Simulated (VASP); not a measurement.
```yaml
crystal:
  lattice:
    - [1.54086, -2.66885, 0.00000]
    - [1.54086, 2.66885, 0.00000]
    - [0.00000, 0.00000, 3.50473]
  atoms:
    - { symbol: Mg, position: [0.00000, 0.00000, 0.00000] }
    - { symbol: B, position: [0.33333, 0.66667, 0.50000] }
    - { symbol: B, position: [0.66667, 0.33333, 0.50000] }
```

These are PW91 GGA, VASP's PBE PAW potentials (set 64) (plane waves; VASP) values and carry that method's errors. Numerical set-up: 520 eV cut-off, Gaussian smearing of 0.050 eV, potentials Mg B.

Problem. Give the energies of bands 1 to 6 at the high-symmetry points, in eV from the Fermi level.

Solution. 
```
band       Γ      M      K       A      L      H
----  ------  -----  -----  ------  -----  -----
1     -12.38  -8.50  -7.23  -11.09  -7.51  -6.32
2      -2.85  -7.79  -7.23   -7.37  -6.86  -6.32
3       0.39  -2.14  -5.80    0.77  -3.52  -5.12
4       0.39   0.29   1.88    0.77  -1.84  -1.96
5       1.82   3.17   1.88    6.70  -1.23  -1.96
6       6.36   3.94   6.31    6.70   5.79   3.67
```

It has no gap at this level: it comes out as a metal or semimetal.

The compound is MgB2 in the AlB2 type structure. It was relaxed first.
